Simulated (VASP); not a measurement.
Be₂C (antifluorite), at 1.04 of the tabulated volume:

```
CELL_PARAMETERS angstrom
      0.00000     2.19856     2.19856
      2.19856     0.00000     2.19856
      2.19856     2.19856     0.00000
ATOMIC_POSITIONS crystal
  Be 0.25000 0.25000 0.25000
  Be 0.75000 0.75000 0.75000
  C  0.00000 0.00000 0.00000
```

The lowest empty band near X, direction along the valley's axis, from mBJ (TB09) with spin-orbit coupling in VASP (PAW); its two spin partners are averaged. The gap over the points computed is 1.78 eV, and the next band on that side lies 4.10 eV away at the edge.

Settings: 520 eV cut-off, 10×10×10 Γ-centred mesh, Gaussian smearing of 0.050 eV, potentials Be C.

```
distance from the edge in k (1/Å)  distance in energy (meV)
---------------------------------  ------------------------
0.025                                                   3.6
0.035                                                   7.0
0.050                                                  14.4
0.070                                                  28.1
```

Q: Fit E(1 + αE) = ħ²k²/2m* (ħ²/2m0 = 3.810 eV Å²) and predict the row at 0.095 1/Å.

A: The rows don't resolve α, so a parabola serves: the electron mass is m* = 0.664 m0, and so 51.8 meV. The run gave 51.9 meV, +0.1 meV from the fit.

Left out are points under 3 meV from the edge, since the levels carry 0.1 meV, and points farther than half the way to the next band.

The compound is Be2C in the antifluorite structure. The cell was not relaxed at this level.
